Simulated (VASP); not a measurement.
An input for Quantum ESPRESSO's pw.x (written as the equivalent of a VASP run, and not itself run):

```
&CONTROL
  calculation = 'vc-relax'
  pseudo_dir = './pseudo'
  outdir = './out'
  tprnfor = .true.
  tstress = .true.
  nstep = 60
  forc_conv_thr = 0.00039
/
&SYSTEM
  ibrav = 0
  nat = 2
  ntyp = 2
  ecutwfc = 46.3
  occupations = 'smearing'
  smearing = 'gaussian'
  degauss = 0.003675
  input_dft = 'pw91'
/
&ELECTRONS
  conv_thr = 7.3e-08
  electron_maxstep = 100
/
&IONS
/
&CELL
/
ATOMIC_SPECIES
  Rb 85.468 Rb.upf
  Br 79.904 Br.upf
CELL_PARAMETERS angstrom
     0.0000000    3.4450000    3.4450000
     3.4450000    0.0000000    3.4450000
     3.4450000    3.4450000    0.0000000
ATOMIC_POSITIONS crystal
  Rb   0.0000000  0.0000000  0.0000000
  Br   0.5000000  0.5000000  0.5000000
K_POINTS automatic
  6 6 6 0 0 0
```

Translate this input to VASP (INCAR, KPOINTS, POSCAR, choice of POTCAR).

This is not unique; one that fits is 
**INCAR**
```
SYSTEM  =  RbBr
PREC  =  Accurate; ENCUT  =  520; LREAL  =  F
LASPH  =  T
EDIFF  =  1E-6; NELM  =  100; ALGO  =  Normal
LMAXMIX  =  4
ISMEAR  =  0; SIGMA  =  0.05
GGA  =  91
IBRION  =  2; NSW  =  60; ISIF  =  3
EDIFFG  =  -0.01
LWAVE  =  F; LCHARG  =  F
```

### POSCAR
```
RbBr
1
    0.0000000000     3.4450000000     3.4450000000
    3.4450000000     0.0000000000     3.4450000000
    3.4450000000     3.4450000000     0.0000000000
Rb Br
1 1
Direct
  0.0000000000   0.0000000000   0.0000000000
  0.5000000000   0.5000000000   0.5000000000
```

### KPOINTS
```
Automatic mesh
0
Gamma
6 6 6
0 0 0
```

POTCAR, in this order: Rb_sv Br (PBE.64 set). Program: vasp_std.

Limits of the translation: the potentials are each code's own (VASP's PAW set, PseudoDojo norm-conserving files in pw.x), so ENCUT and ecutwfc are chosen apart and not converted; conv_thr bounds pw.x's estimated SCF error, while EDIFF bounds the energy change between steps; forc_conv_thr acts on force components and is met together with etot_conv_thr.

The compound is RbBr in the rock salt structure. This run relaxes it. Symmetry was kept, so distortions that lower it aren't found.
